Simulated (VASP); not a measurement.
# GaN (wurtzite): computed properties

These are r2SCAN meta-GGA, VASP's PBE PAW potentials (set 64) (plane waves; VASP 6.6.1) values and carry that method's errors.

- space group = P6_3mc (186)
- cell = a = b = 3.189 Å, c = 5.191 Å, α = β = 90.00°, γ = 120.00°
- volume per atom = 11.43 Å³/atom
- band gap (over mesh and band path) = 2.31 eV
- smallest direct gap (over mesh and band path) = 2.31 eV
- band-edge character = direct, Γ to Γ
- density = 6.08 g/cm³

```xyz
4
Lattice="1.5946 -2.7619 0.0000 1.5946 2.7619 0.0000 0.0000 0.0000 5.1907" Properties=species:S:1:pos:R:3 pbc="T T T"
Ga     1.5946    -0.9206     2.5958
Ga     1.5946     0.9206     0.0005
N      1.5946    -0.9206     4.5517
N      1.5946     0.9206     1.9564
```

Measured: gap 3.68 eV (computed value off by -1.37 eV), as given by Wei Chen et al., Physical Review Materials (2018), doi:10.1103/physrevmaterials.2.073803 [zero-point renormalisation of 0.17 eV added back (the table's ZPR column)]; a 3.189 Å (computed value off by +0.0 %), c 5.185 Å (computed value off by +0.1 %), as given by M J Lucero et al., Journal of Physics Condensed Matter (2012), arXiv:1111.4515. The calculation is for a static lattice, while the measured a, c hold thermal and zero-point effects, which are part of the difference.

The compound is GaN in the wurtzite structure. It was relaxed first. Symmetry was kept, so distortions that lower it aren't found.
